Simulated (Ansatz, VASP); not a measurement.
# Cross-check of BAs between VASP and Ansatz

One calculation is typed for both programs; each brings its own data sets. How far apart do they land? The cell is taken from a series of runs on this material, whose earlier steps may have relaxed, scaled, displaced or heated it; both programs get it as it stands.

Main program and level: Ansatz 0.2.0; plane waves, with VASP 6.6.1 beside it; zone-centre phonons at r2SCAN.

### Step 1. The structure

The structure is cubic, space group F-43m (No. 216). The conventional cell has a = 4.784 Å, b = 4.784 Å, c = 4.784 Å, α = 90.00°, β = 90.00°, γ = 90.00°. Nearest to B lie 4 As at 2.07 Å. Nearest to As lie 4 B at 2.07 Å. Farther neighbours are not listed.

### Step 2. VASP: zone-centre phonons, r2SCAN

Second derivatives magnify differences that forces hide, and they need a tight electronic threshold.

Lines of VASP's logs that name or quote its potential files are left out, and so is its time.

Input file INCAR:

```
SYSTEM = BAs
PREC = Accurate
ENCUT = 550
EDIFF = 1E-08
NELM = 120
ISMEAR = 0
SIGMA = 0.01
LREAL = .FALSE.
ALGO = Normal
METAGGA = R2SCAN
LASPH = .TRUE.
NBANDS = 10
LORBIT = 11
LWAVE = .FALSE.
LCHARG = .FALSE.
ISIF = 2
IBRION = 6
NFREE = 2
POTIM = 0.015
NSW = 1
GGA_COMPAT = .FALSE.
EFERMI = MIDGAP
LMIXTAU = .TRUE.
KPAR = 2
```

Input file POSCAR:

```
BAs
1.0
    0.0000000000      2.3919465034      2.3919465034
    2.3919465034      0.0000000000      2.3919465034
    2.3919465034      2.3919465034      0.0000000000
B As
1 1
Direct
    0.0000000000      0.0000000000      0.0000000000
    0.2500000000      0.2500000000      0.2500000000
```

Input file KPOINTS:

```
Automatic mesh
0
Gamma
12 12 12
0 0 0
```

The projector-augmented-wave data sets are B and As (PBE family, release 64).

Run with:

```bash
$ mpirun -np 2 vasp_std
```

Numbers of over 12 decimals in the logs are rounded to 6 here.

What it wrote:

```text
[banner, memory and clock lines left out]
running    2 mpi-ranks, on    1 nodes
 distrk:  each k-point on    1 cores,    2 groups
 distr:  one band on    1 cores,    1 groups

 POSCAR found type information on POSCAR B As
 POSCAR found :  2 types and       2 ions
|                                                                             |
|               ----> ADVICE to this user running VASP <----                  |
|                                                                             |
|     You enforced a specific xc type in the INCAR file but a different       |
|     [... a line on the potential file left out ...]
|     I HOPE YOU KNOW WHAT YOU ARE DOING!                                     |
|                                                                             |

 LDA part: xc-table for (None), standard interpolation
 POSCAR, INCAR and KPOINTS ok, starting setup
 FFT: planning ... GRIDC
 FFT: planning ... GRID_SOFT
 FFT: planning ... GRID
 WAVECAR not read
 entering main loop
       N       E                     dE             d eps       ncg     rms          rms(c)
DAV:   1     0.230159392623E+01    0.23016E+01   -0.40388E+03  1440   0.757E+02
DAV:   2    -0.232030887688E+02   -0.25505E+02   -0.24514E+02  2086   0.113E+02
DAV:   3    -0.238469570258E+02   -0.64387E+00   -0.64288E+00  1722   0.180E+01
DAV:   4    -0.238484939808E+02   -0.15370E-02   -0.15369E-02  1776   0.100E+00
DAV:   5    -0.238484961067E+02   -0.21259E-05   -0.21259E-05  1686   0.380E-02    0.496E+00
DAV:   6    -0.222002633767E+02    0.16482E+01   -0.95811E-01  1496   0.582E+00    0.286E+00
DAV:   7    -0.220367424658E+02    0.16352E+00   -0.37757E-01  1462   0.352E+00    0.812E-01
DAV:   8    -0.220599830882E+02   -0.23241E-01   -0.21151E-01  1444   0.345E+00    0.403E-01
DAV:   9    -0.222118626858E+02   -0.15188E+00   -0.18559E-02  1624   0.106E+00    0.203E-01
DAV:  10    -0.222189335887E+02   -0.70709E-02   -0.43035E-04  1670   0.170E-01    0.193E-01
DAV:  11    -0.222426622418E+02   -0.23729E-01   -0.17102E-03  1500   0.391E-01    0.113E-01
DAV:  12    -0.222569387863E+02   -0.14277E-01   -0.73297E-03  1482   0.754E-01    0.495E-02
DAV:  13    -0.222569509118E+02   -0.12125E-04   -0.85414E-05  1658   0.836E-02    0.343E-02
DAV:  14    -0.222569696564E+02   -0.18745E-04   -0.62884E-06  1614   0.234E-02    0.165E-02
DAV:  15    -0.222569965521E+02   -0.26896E-04   -0.11999E-05  1514   0.336E-02    0.235E-03
DAV:  16    -0.222570033505E+02   -0.67984E-05   -0.23554E-06  1602   0.136E-02    0.168E-03
DAV:  17    -0.222570033971E+02   -0.46614E-07   -0.90307E-07  1518   0.888E-03    0.323E-04
DAV:  18    -0.222570040388E+02   -0.64172E-06   -0.90693E-08  1622   0.216E-03    0.493E-04
DAV:  19    -0.222570039753E+02    0.63528E-07   -0.62520E-09   990   0.663E-04    0.217E-04
DAV:  20    -0.222570040531E+02   -0.77748E-07   -0.85926E-10   838   0.249E-04    0.626E-05
DAV:  21    -0.222570040077E+02    0.45306E-07   -0.20945E-10   818   0.135E-04    0.145E-05
DAV:  22    -0.222570040139E+02   -0.61168E-08   -0.36394E-11   806   0.636E-05
   1 F= -.22257004E+02 E0= -.22257004E+02  d E =0.000000E+00
[...]
2 F= -.22255085E+02 E0= -.22255085E+02  d E =0.000000E+00
[...]
3 F= -.22255085E+02 E0= -.22255085E+02  d E =0.000000E+00
[...]
4 F= -.22255086E+02 E0= -.22255086E+02  d E =0.000000E+00
 Finite differences progress:
  Degree of freedom:   2/  2
  Displacement:        1/  2
  Total:               3/  4
 bond charge predicted
       N       E                     dE             d eps       ncg     rms          rms(c)
DAV:   1    -0.222532672641E+02    0.18184E-02   -0.26274E-01  5790   0.284E+00    0.147E-01
DAV:   2    -0.222550033080E+02   -0.17360E-02   -0.63252E-03  6394   0.617E-01    0.887E-02
DAV:   3    -0.222548871361E+02    0.11617E-03   -0.19121E-04  6160   0.130E-01    0.135E-02
DAV:   4    -0.222550586765E+02   -0.17154E-03   -0.15966E-04  6084   0.969E-02    0.499E-03
DAV:   5    -0.222550847452E+02   -0.26069E-04   -0.15679E-05  6036   0.327E-02    0.202E-03
DAV:   6    -0.222550844814E+02    0.26382E-06   -0.21145E-06  6086   0.127E-02    0.975E-04
DAV:   7    -0.222550856346E+02   -0.11532E-05   -0.11664E-06  6048   0.841E-03    0.464E-04
DAV:   8    -0.222550856284E+02    0.61855E-08   -0.21725E-08  6540   0.131E-03
   5 F= -.22255086E+02 E0= -.22255086E+02  d E =0.000000E+00
 Finite differences progress:
  Degree of freedom:   2/  2
  Displacement:        2/  2
  Total:               4/  4
```

From OUTCAR (step 2):

```text
ion  position               nearest neighbor table
   1  0.000  0.000  0.000-   2 2.07   2 2.07   2 2.07   2 2.07
   2  0.250  0.250  0.250-   1 2.07   1 2.07   1 2.07   1 2.07

  LATTYP: Found a face centered cubic cell.
 ALAT       =     4.7838930068

 Subroutine GETGRP returns: Found 24 space group operations
 (whereof 24 operations were pure point group operations)

The static configuration has the point symmetry T_d .

 Found     72 irreducible k-points:

   k-points           NKPTS =     72   k-points in BZ     NKDIM =     72   number of bands    NBANDS=     10

   dimension x,y,z NGX =    28 NGY =   28 NGZ =   28
   dimension x,y,z NGXF=    56 NGYF=   56 NGZF=   56

   ENCUT  =  550.0 eV  40.42 Ry    6.36 a.u.   6.47  6.47  6.47*2*pi/ulx,y,z

   NELECT =       8.0000    total number of electrons

 k-points in reciprocal lattice and weights: Automatic mesh
   0.00000000  0.00000000  0.00000000       0.001
   0.08333333  0.00000000  0.00000000       0.005
   0.16666667  0.00000000  0.00000000       0.005
   0.25000000  0.00000000  0.00000000       0.005
   0.33333333  0.00000000  0.00000000       0.005
   0.41666667  0.00000000  0.00000000       0.005
   0.50000000  0.00000000  0.00000000       0.002
   0.08333333  0.08333333  0.00000000       0.003
   0.16666667  0.08333333  0.00000000       0.014
[...]
-0.33333333  0.50000000  0.16666667       0.007
  -0.25000000  0.50000000  0.25000000       0.003

 average (electrostatic) potential at core
       1 -28.2090       2 -53.3646

 E-fermi :   6.7222

 k-point     1 :       0.0000    0.0000    0.0000
  band No.  band energies     occupation
      1     -10.1422      2.00000
      2       5.8629      2.00000
      3       5.9762      2.00000
      4       6.0872      2.00000
      5       9.3301      0.00000
      6       9.4143      0.00000
      7       9.5015      0.00000
      8      11.0694      0.00000
      9      16.3299      0.00000
    ...

 k-point     2 :       0.0833    0.0000    0.0000
  band No.  band energies     occupation
      1     -10.0226      2.00000
      2       4.8264      2.00000
      3       5.7079      2.00000
      4       5.8429      2.00000
      5       9.6460      0.00000
      6       9.6464      0.00000
      7       9.7729      0.00000
      8      11.6994      0.00000
      9      16.7949      0.00000
    ...

 k-point     3 :       0.1667    0.0000    0.0000
  band No.  band energies     occupation
      1      -9.6676      2.00000
      2       2.8319      2.00000
      3       5.2125      2.00000
      4       5.3359      2.00000
      5       9.5638      0.00000
      6      10.2941      0.00000
      7      10.4131      0.00000
      8      13.1181      0.00000
      9      17.7611      0.00000
    ...

  Total        0.0410122      0.0444023      0.0444023      0.0000000      0.1015495      0.0000000
  in kB        2.4007104      2.5991499      2.5991499      0.0000000      5.9443475      0.0000000
  external PRESSURE =       2.5330034 kB  Pullay stress =       0.0000000 kB

  energy-cutoff  :      550.00
  volume of cell :       27.37
      direct lattice vectors                 reciprocal lattice vectors
     0.000000000  2.391946503  2.391946503    -0.209034775  0.209034775  0.209034775
     2.391946503  0.000000000  2.391946503     0.209034775 -0.209034775  0.209034775
     2.391946503  2.391946503  0.000000000     0.209034775  0.209034775 -0.209034775

 POSITION                                       TOTAL-FORCE (eV/Angst)
 -----------------------------------------------------------------------------------
      0.00000      0.00000      0.00000        -0.255790      0.000000      0.000000
      1.18097      1.19597      1.19597         0.255790      0.000000      0.000000
 -----------------------------------------------------------------------------------
    total drift:                                0.000187     -0.000000     -0.000000

  FREE ENERGIE OF THE ION-ELECTRON SYSTEM (eV)
  ---------------------------------------------------
  free  energy   TOTEN  =       -22.2550856284 eV

  energy  without entropy=      -22.2550856284  energy(sigma->0) =      -22.25508563

 Eigenvectors and eigenvalues of the dynamical matrix
 ----------------------------------------------------

   1 f  =   21.004149 THz   131.972961 2PiTHz  700.623000 cm-1    86.866142 meV
             X         Y         Z           dx          dy          dz
      0.000000  0.000000  0.000000     0.000000    0.934834    0.000000
      1.195973  1.195973  1.195973     0.000000   -0.355084    0.000000

   2 f  =   21.004149 THz   131.972961 2PiTHz  700.623000 cm-1    86.866142 meV
             X         Y         Z           dx          dy          dz
      0.000000  0.000000  0.000000     0.934834   -0.000000    0.000000
      1.195973  1.195973  1.195973    -0.355084    0.000000    0.000000

   3 f  =   21.004149 THz   131.972961 2PiTHz  700.623000 cm-1    86.866142 meV
             X         Y         Z           dx          dy          dz
      0.000000  0.000000  0.000000    -0.000000    0.000000   -0.934834
      1.195973  1.195973  1.195973    -0.000000    0.000000    0.355084

   4 f/i=    0.000504 THz     0.003166 2PiTHz    0.016808 cm-1     0.002084 meV
             X         Y         Z           dx          dy          dz
      0.000000  0.000000  0.000000     0.255300    0.242717   -0.044670
      1.195973  1.195973  1.195973     0.672130    0.639004   -0.117603

   5 f/i=    0.000504 THz     0.003166 2PiTHz    0.016808 cm-1     0.002084 meV
             X         Y         Z           dx          dy          dz
      0.000000  0.000000  0.000000    -0.092588    0.034621   -0.341048
      1.195973  1.195973  1.195973    -0.243758    0.091148   -0.897880

   6 f/i=    0.000504 THz     0.003166 2PiTHz    0.016808 cm-1     0.002084 meV
             X         Y         Z           dx          dy          dz
      0.000000  0.000000  0.000000     0.228767   -0.256855   -0.088181
      1.195973  1.195973  1.195973     0.602277   -0.676226   -0.232154

 ELASTIC MODULI CONTR FROM IONIC RELAXATION (kBar)
 Direction    XX          YY          ZZ          XY          YZ          ZX
 --------------------------------------------------------------------------------
 XX          -0.0000      0.0000     -0.0000      0.0000      0.0000     -0.0000
 YY           0.0000     -0.0000     -0.0000      0.0000      0.0000      0.0000
 ZZ          -0.0000     -0.0000     -0.0000      0.0000      0.0000     -0.0000
 XY           0.0000      0.0000      0.0000   -157.1442      0.0000      0.0000
 YZ           0.0000      0.0000      0.0000      0.0000   -157.1442      0.0000
 ZX          -0.0000      0.0000     -0.0000      0.0000      0.0000   -157.1442
 --------------------------------------------------------------------------------

 total charge
# of ion       s       p       d       tot
------------------------------------------
    1        0.669   1.161   0.000   1.830
    2        1.172   1.692   0.091   2.956
--------------------------------------------------
tot          1.841   2.853   0.091   4.786

[... 3 further parts left out ...]
```

CONTCAR:

```
BAs
   1.00000000000000
     0.0000000000000000    2.3919465033999998    2.3919465033999998
     2.3919465033999998    0.0000000000000000    2.3919465033999998
     2.3919465033999998    2.3919465033999998    0.0000000000000000
  B               As
     1     1
Direct
     0.0000000000000000    0.0000000000000000    0.0000000000000000
     0.2531355216303288    0.2468644783696712    0.2468644783696712
```

Levels, forces or a CONTCAR printed for this step are those of its last displaced cell, not of the structure at rest.

### Step 3. Ansatz: zone-centre phonons, r2SCAN

Ansatz runs on its default PAW (the set named soft_2) files.

The same cell, functional and mesh now go to Ansatz, which takes its cutoff from its data sets.

Input file input.yaml:

```yaml
crystal:
  lattice:
    - [0.0, 2.3919465034, 2.3919465034]
    - [2.3919465034, 0.0, 2.3919465034]
    - [2.3919465034, 2.3919465034, 0.0]
  atoms:
    - { symbol: B, position: [0.0, 0.0, 0.0] }
    - { symbol: As, position: [0.25, 0.25, 0.25] }
kpoints:
  mp_grid: { grid: [12, 12, 12] }
hamiltonian:
  xc: r2scan
scf:
  occupations: { method: fixed }
output:
  eigenvalues: true
phonons:
  method: dfpt
```

Run with:

```bash
$ ansatz run input.yaml --threads 4 --pin off --max-ram 7168MiB --backend cpu --events-out ev --progress --plain --runs-dir out
```

What it wrote:

```text
Engine: ansatz 0.2.0, aarch64-unknown-linux-gnu
Pseudopotentials: kind: paw
Pseudopotential: B, paw, valence charge 3, recommended cutoff 500 eV (meta_gga), B.paw.azcp
Pseudopotential: As, paw, valence charge 15, recommended cutoff 500 eV (meta_gga), As.paw.azcp
Functional definition: r2SCAN
  parameter k0 = 0.174
  parameter k1 = 0.065
  parameter a1 = 4.9479
  exchange = r2scan_x(k0 = k0, k1 = k1, a1 = a1)
  correlation = r2scan_c
Crystal: 2 atoms, lattice volume = 27.371 Å³
Basis set: ecut = 500 eV, 725 PW (Γ), exchange–correlation on 125×125×125 points (125 copies of the dense FFT grid, shifted against one another)
Bands: 13, of which v1, the nominal top of the filled ones, is band 9 counted from 1 (8 counted from 0)
Symmetry: 24 space group operations
k-points: 280 of 1728 (irreducible under 4 space group operations, time reversal used)
Non-local potential: B, projectors of the file, l = 0: 2, l = 1: 2, l = 2: 1
Non-local potential: As, projectors of the file, l = 0: 2, l = 1: 2, l = 2: 3, l = 3: 1
PAW form: soft (Blöchl's): semilocal exchange-correlation on the pseudo side does not see the compensation charge
PAW frozen core: B, regenerated for the run's functional (the file was generated under x = pbe(κ = 0.804, μ = 0.219515), c = pbe(β = 0.066725))
PAW frozen core: As, regenerated for the run's functional (the file was generated under x = pbe(κ = 0.804, μ = 0.219515), c = pbe(β = 0.066725))
PAW one-centre angular grid: B, 302 points (default); XC on 160 Gauss nodes
PAW one-centre angular grid: As, 590 points (default); XC on 160 Gauss nodes
Initial density: superposition of atomic densities (neutral atoms: chi_scale 0, normalization atom), corrected by the library's trained network
Initial wavefunctions: pseudopotential atomic-orbital guess
Functional: x = r2scan, c = r2scan; τ floored in thin density (d = 2e-4 eV/Å³)
SCF iter   1: F=—  HF=-5021.317796 eV  |F-HF|=—  |Δ(HF+E_count)|=         —  Δρ=5.89e-3  dr2=1.05e-2  dr2_τ=9.41e-2  ethr=1.77e-3  ⟨swp⟩=4.1  Hψ=18085  notcnv=0  defer=363
preconditioner: auto → none  [insulator: Δε(μ)=1.352 eV  Ē_g=13.158 eV  n_scr=8 (ndim 8)  ℏωp=20.1 eV  f_vac=0.001  ε∞_Penn≈3.3]
SCF iter   2: F=—  HF=-5021.341878 eV  |F-HF|=—  |Δ(HF+E_count)|=   2.41e-2  Δρ=2.40e-3  dr2=8.45e-4  dr2_τ=1.15e-4  ethr=5.85e-5  ⟨swp⟩=2.1  Hψ=9018  notcnv=0  defer=537
SCF iter   3: F=—  HF=-5021.341956 eV  |F-HF|=—  |Δ(HF+E_count)|=   7.84e-5  Δρ=1.30e-3  dr2=2.05e-4  dr2_τ=3.13e-6  ethr=4.69e-6  ⟨swp⟩=3.0  Hψ=6733  notcnv=0  defer=543
SCF iter   4: F=—  HF=-5021.342018 eV  |F-HF|=—  |Δ(HF+E_count)|=   6.19e-5  Δρ=1.39e-4  dr2=2.53e-6  dr2_τ=1.09e-7  ethr=1.14e-6  ⟨swp⟩=2.0  Hψ=4025  notcnv=0  defer=520
SCF iter   5: F=—  HF=-5021.342019 eV  |F-HF|=—  |Δ(HF+E_count)|=   3.00e-7  Δρ=1.99e-5  dr2=4.77e-8  dr2_τ=1.93e-9  ethr=1.41e-8  ⟨swp⟩=2.1  Hψ=4426  notcnv=0  defer=68
SCF iter   6: F=—  HF=-5021.342019 eV  |F-HF|=—  |Δ(HF+E_count)|=   2.79e-7  Δρ=7.35e-6  dr2=1.10e-8  dr2_τ=3.37e-10  ethr=2.65e-10  ⟨swp⟩=2.0  Hψ=6160  notcnv=0  defer=5
SCF iter   7: F=—  HF=-5021.342019 eV  |F-HF|=—  |Δ(HF+E_count)|=   2.85e-9  Δρ=1.30e-6  dr2=4.63e-10  dr2_τ=1.37e-11  ethr=6.09e-11  ⟨swp⟩=2.0  Hψ=4593  notcnv=0  defer=5
SCF iter   8: F=-5021.342019 eV  HF=-5021.342019 eV  |F-HF|=0.00e0  |Δ(HF+E_count)|=  1.42e-10  Δρ=1.83e-7  dr2=9.91e-12  dr2_τ=4.14e-13  ethr=1.00e-12  ⟨swp⟩=6.7  Hψ=17675  notcnv=0
SCF 1 converged in 8 iterations: F = -5021.342019 eV  dr2 = 9.91e-12
  greatest PAW one-centre occupation: 0.999 electrons in one spin orbital (limit 2), on the As atom at site 1 (counted from 0), in its partial waves of l = 2
DFPT response loops at Γ: preconditioner auto → none (the input reference at scf.mixing.eps_inf says where Resta's filter doesn't serve); β = 0.50; Broyden in place of MSR1
SCF converged after 8 iterations
Free energy (F): -5021.342019 eV
Harris-Foulkes:  -5021.342019 eV  (|F-HF|=0.00e0)
Internal energy: -5021.342019 eV  (E = F + TS)
E sigma→0 (E₀):  -5021.342019 eV
Fermi energy:    10.968231 eV
--- Per-component energies (eV) ---
  E_band       = -223.694505
  E_kinetic    = 151.405561
  E_local      = -1698.126652  (includes V_loc(G=0)·N_el)
  E_nonlocal   = -657.627022
  E_hartree    = 942.530151
  E_xc         = -105.604174
  E_vxc        = -125.550127  (∫ρ·V_xc dr)
  E_paw        = -1929.155661  (= ΣΔE_a)
  E_vpaw       = 214.896013  (= ΣTr[D̂ρ^β])
  E_aug_tail   = -0.000007  (compensation charges beyond the density's cutoff)
  E_vtau       = 6.247473  (kinetic-family band-sum trace: ∫τ·v_τ [+ j·A + Jᵃ·Aᵃ] dr)
  E_ewald      = -1723.288366
  E_core_change = -1.475850  (= ΣΔE_core)
  E_smearing   = -0.000000  (= −TS)
  E_closure    = -0.000000  (closes the sum)
  Σ components = -5021.342019   (vs F -5021.342019, Δ=0.00e0)
--- Band table (eV; the first three rows and the last of 280) ---
  k-point 0: bands = [... 5 lower, -5.1551, 10.9682, 10.9682, 10.9682, 14.4051, 14.4051, 14.4051, 16.0297]
  k-point 1: bands = [... 5 lower, -5.0355, 9.8731, 10.7356, 10.7356, 14.6188, 14.7120, 14.7120, 16.6638]
  k-point 2: bands = [... 5 lower, -4.6805, 7.8604, 10.2443, 10.2443, 14.5310, 15.3512, 15.3512, 18.0966]
  k-point 279: bands = [... 5 lower, -0.5513, 2.3834, 5.2589, 5.5587, 16.6689, 17.4073, 18.1565, 18.3530]
--- Phonons (Γ-DFPT): 2 representative perturbations + reference, on 280 of 1728 k-points (Σ response iterations 11) ---
  k mesh reduced under 4 symmetry operations, with k and −k counted as one. Each operation leaves every solved perturbation unchanged. A smaller set is not considered because the functional reads the kinetic-energy density
  ASR residual: 1.580e-4 → 0.000e0 eV/Å²; symmetrization residual: 2.028e-6 eV/Å²
  ASR residual per site (eV/Å²): 1.58e-4 3.80e-5
  Γ frequencies (cm⁻¹): 0.00 0.00 0.00 697.04 697.04 697.04
  non-analytic LO–TO correction: not included (Born effective charges unavailable; polar crystals: no LO–TO splitting at Γ)
```

### Step 4. Comparison

Known differences besides the potentials themselves: VASP keeps PBE cores, Ansatz makes them for the functional; fixed occupations in Ansatz, narrow Gaussian smearing in VASP; the data sets hold 18 valence electrons in Ansatz (on its default PAW (the set named soft_2) files) and 8 in VASP; the cutoff is 500 eV in Ansatz and 550 eV in VASP; VASP uses finite displacements, Ansatz perturbation theory. Total energies have different zeros and are not compared.

Both answers:

| quantity | Ansatz | VASP | difference |
| --- | --- | --- | --- |
| optical mode 1 to 3 (cm⁻¹) | 697.0 | 700.6 | -0.51 % |

Modes are paired by rising frequency, not by their patterns, so a pair may set unlike modes beside each other; they are those without the splitting of longitudinal modes.

### Step 5. Results

- r.m.s. difference of the optical zone-centre modes, each program's sorted by frequency (zone-centre phonons, r2SCAN): 3.6 cm⁻¹
- difference in optical mode 1 to 3 (zone-centre phonons, r2SCAN): -0.5 %

The r.m.s. difference of the optical zone-centre modes, each program's sorted by frequency is 3.6 cm⁻¹ (zone-centre phonons, r2SCAN). The data sets hold unlike numbers of valence electrons (18 in Ansatz and 8 in VASP), so part of the differences comes from the potentials. Among the rows given in per cent, the largest difference of the zone-centre phonons, r2SCAN pair is in optical mode 1 to 3, -0.5 %. Such differences can come from data sets, numerical settings and the points named under the comparisons, not from the functional's error against experiment.

[Lines on the potential files, build, host, timing and source positions are cut from VASP's logs without a mark.]

[Logs are printed without paths, hosts, clocks, repeated set-up lines and the standing remarks that a program may print on its own settings, such as how far it seeks lower states.]

[Hosts, paths, dates, database ids (printed as entryN), source tags and the programs' standing remarks are cut or masked in the printed files.]
